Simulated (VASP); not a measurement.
Data:

```yaml
crystal:
  lattice:
    - [1.87336, 1.08158, 3.10360]
    - [-1.87336, 1.08158, 3.10360]
    - [0.00000, -2.16317, 3.10360]
  atoms:
    - { symbol: Ga, position: [0.75001, 0.75001, 0.75001] }
    - { symbol: As, position: [0.24999, 0.24999, 0.24999] }
```

Calculation: r2SCAN meta-GGA, VASP's PBE PAW potentials (set 64) (plane waves; VASP). Run with 400 eV cut-off, 13×13×13 Γ-centred mesh, tetrahedra with Blöchl corrections, potentials Ga_d As.

Q: Give the energies of bands 7 to 12 at the high-symmetry points, in eV from the Fermi level.

A: 
```
band      Γ      T     H2      L     S0      F
----  -----  -----  -----  -----  -----  -----
7     -0.13  -8.11  -5.94  -8.02  -6.31  -5.88
8      0.08   0.33  -4.67   0.18  -5.20  -3.54
9      0.08   0.33  -4.64   0.25  -2.05  -2.84
10     0.65   3.30   2.66   3.05  -0.27  -2.68
11     7.67   3.30   4.50   3.22   6.78   4.01
12     7.92   3.38   8.30   3.25   7.41  11.01
```

It has no gap at this level: it comes out as a metal or semimetal.

The structure was generated: GaAs was put into the alpha-GeTe type (R3m), which need not be its known phase. It was relaxed first. The relaxed cell has space group R-3m.
